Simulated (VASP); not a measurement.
Input for VASP

### KPOINTS
```
Automatic mesh
0
Gamma
5 5 4
0 0 0
```

### POSCAR
```
SnO
1
    3.7240000000     0.0000000000     0.0000000000
    0.0000000000     3.7240000000     0.0000000000
    0.0000000000     0.0000000000     4.7432000000
Sn O
2 2
Direct
  0.5000000000   0.0000000000   0.7620000000
  0.0000000000   0.5000000000   0.2380000000
  0.5000000000   0.5000000000   0.0000000000
  0.0000000000   0.0000000000   0.0000000000
```

INCAR:
```
SIGMA=0.01
LREAL=.FALSE.   # projection in real space or not
ISIF=2   # forces and stress, cell fixed
ENCUT=400   # plane-wave cut-off (eV)
LMAXMIX=4   # l cut-off of mixed one-centre charges
LCHARG=.FALSE.
ISMEAR=-1   # Fermi-Dirac
PREC=Accurate
ALGO=Normal
LASPH=.TRUE.   # aspherical one-centre terms
SYSTEM=SnO
LWAVE=.FALSE.
NELM=100   # most electronic steps
EDIFF=1E-6
GGA=PE
```

POTCAR, in this order: Sn_d O (PBE.64 set). Program: vasp_std.

**Question.** Write an equivalent input for Quantum ESPRESSO's pw.x.

**Answer.** One equivalent input (not run):
```
&CONTROL
  calculation = 'scf'
  pseudo_dir = './pseudo'
  outdir = './out'
  tprnfor = .true.
  tstress = .true.
/
&SYSTEM
  ibrav = 0
  nat = 4
  ntyp = 2
  ecutwfc = 84
  occupations = 'smearing'
  smearing = 'fermi-dirac'
  degauss = 0.000735
  input_dft = 'pbe'
/
&ELECTRONS
  conv_thr = 7.3e-08
  electron_maxstep = 100
/
ATOMIC_SPECIES
  Sn 118.710 Sn.upf
  O 15.999 O.upf
CELL_PARAMETERS angstrom
     3.7240000    0.0000000    0.0000000
     0.0000000    3.7240000    0.0000000
     0.0000000    0.0000000    4.7432000
ATOMIC_POSITIONS crystal
  Sn   0.5000000  0.0000000  0.7620000
  Sn   0.0000000  0.5000000  0.2380000
  O    0.5000000  0.5000000  0.0000000
  O    0.0000000  0.0000000  0.0000000
K_POINTS automatic
  5 5 4 0 0 0
```
Limits of the translation: the potentials are each code's own (VASP's PAW set, PseudoDojo norm-conserving files in pw.x), so ENCUT and ecutwfc are chosen apart and not converted; conv_thr bounds pw.x's estimated SCF error, while EDIFF bounds the energy change between steps.

The structure is a typed SnO crystal (P4/nmm). The cell was not relaxed at this level, and its volume differs by -5.9 % from the start's.
